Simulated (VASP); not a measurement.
Wanted: the native input for a VASP 6.6.1 run.

```
Task                   : single point
Functional             : revPBE
Potentials or basis    : VASP PAW PBE potentials, release 64 (Cr_pv, Br)
Cutoff                 : 520 eV
k mesh                 : 6 × 6 × 6
Occupations            : fermi-dirac, width 0.1 eV
Spin                   : no spin polarisation
Dipole correction      : no
Further INCAR settings : ALGO = Normal; EDIFF = 1e-06; NBANDS = 16
```

The structure of CrBr lies in POSCAR:

```
CrBr
1.0
    0.0000000000      2.6606883400      2.6606883400
    2.6606883400      0.0000000000      2.6606883400
    2.6606883400      2.6606883400      0.0000000000
Cr Br
1 1
Direct
    0.0000000000      0.0000000000      0.0000000000
    0.5000000000      0.5000000000      0.5000000000
```

The cell was built by a generator and needn't be a form met in nature.

The input as run:

INCAR

```
SYSTEM = CrBr
  PREC = Accurate
  ENCUT = 520
  EDIFF = 1E-6
  ISMEAR = -1
  SIGMA = 0.1
  LREAL = .False.
  LASPH = .True.
  NELM = 100
  ALGO = Normal
  ISIF = 2
  LWAVE = .False.
  LCHARG = .True.
  GGA = RE
  LELF = .True.
  LVHAR = .True.
  NBANDS = 16
```

KPOINTS

```
Automatic mesh
0
Gamma
  6 6 6
  0 0 0
```

Potentials or basis: VASP PAW PBE potentials, release 64 (Cr_pv, Br).

The run is started by

```console
$ cat potpaw_PBE.64/Cr_pv/POTCAR potpaw_PBE.64/Br/POTCAR > POTCAR
$ mpirun -np 1 vasp_std > vasp.out
```

It gave:

```yaml
Pressure: -3.9 GPa
Band_gap_on_the_k_mesh: none (metal or under the smearing width)
```

Caveat: the PAW data sets were made with another functional, which shifts forces and pressure a little; an odd number of electrons without spin polarisation forces a metal; a magnetic or distorted state may lie lower; the run has no spin polarisation, though such a crystal can be magnetic; semilocal functionals often make such compounds metallic where correlation or magnetic order opens a gap, which also shifts bond lengths.

Wall time 9.2 s on 1 thread of Intel(R) Xeon(R) Platinum 8488C (Sapphire Rapids), with other jobs on the host, peak memory 0.15 GiB.
